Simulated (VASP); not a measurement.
Data:

```
CELL_PARAMETERS angstrom
      1.54500    -2.67602     0.00000
      1.54500     2.67602     0.00000
      0.00000     0.00000     3.52000
ATOMIC_POSITIONS crystal
  Mg 0.00000 0.00000 0.00000
  B  0.33333 0.66667 0.50000
  B  0.66667 0.33333 0.50000
```

Computed with PBE GGA, VASP's PBE PAW potentials (set 64) (plane waves; VASP). Numerical set-up: 400 eV cut-off, 12×12×9 Γ-centred mesh, Fermi-Dirac smearing of 0.050 eV, potentials Mg B.

Q: Give the energies of bands 1 to 6 at the high-symmetry points, in eV from the Fermi level.

A: 
```json
[
 {"band": "1", "Γ": "-12.36", "M": "-8.50", "K": "-7.23", "A": "-11.09", "L": "-7.52", "H": "-6.33"},
 {"band": "2", "Γ": "-2.87", "M": "-7.78", "K": "-7.23", "A": "-7.36", "L": "-6.87", "H": "-6.33"},
 {"band": "3", "Γ": "0.38", "M": "-2.15", "K": "-5.80", "A": "0.75", "L": "-3.51", "H": "-5.13"},
 {"band": "4", "Γ": "0.38", "M": "0.27", "K": "1.84", "A": "0.75", "L": "-1.85", "H": "-1.96"},
 {"band": "5", "Γ": "1.73", "M": "3.12", "K": "1.84", "A": "6.63", "L": "-1.25", "H": "-1.96"},
 {"band": "6", "Γ": "6.30", "M": "3.88", "K": "6.23", "A": "6.63", "L": "5.69", "H": "3.60"}
]
```

It has no gap at this level: it comes out as a metal or semimetal.

The structure is a typed MgB2 crystal (P6/mmm). The cell was not relaxed at this level.
